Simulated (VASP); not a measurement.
Here is the system:

```
AlRu
1.0
    3.00135     0.00000     0.00000
    0.00000     3.00135     0.00000
    0.00000     0.00000     3.00135
Al Ru
1 1
Cartesian
  1.50068   1.50068   1.50068
  0.00000   0.00000   0.00000
```

Computed with PBE GGA, VASP's PBE PAW potentials (set 64) (plane waves; VASP). Numerical set-up: 480 eV cut-off, 12×12×12 Γ-centred mesh, first-order Methfessel-Paxton smearing of 0.10 eV, potentials Al Ru_pv.

Each relaxation starts from this cell; other phases were not tried.

The cell is relaxed at 20 GPa. What happens?

The volume per atom goes from 13.52 to 12.48 Å³ (-7.7 %), and the cell becomes a = b = c = 2.922 Å, α = β = γ = 90.00°, space group Pm-3m.

The cell is relaxed at 30 GPa. What happens?

The volume per atom goes from 13.52 to 12.08 Å³ (-10.6 %), and the cell becomes a = b = c = 2.891 Å, α = β = γ = 90.00°, space group Pm-3m.

Failed runs are left out, and for metals the shear rows, which the mesh's noise covers.

The compound is RuAl in the CsCl type structure. The electron count is odd and the run is not spin-polarised, which forces a metal.
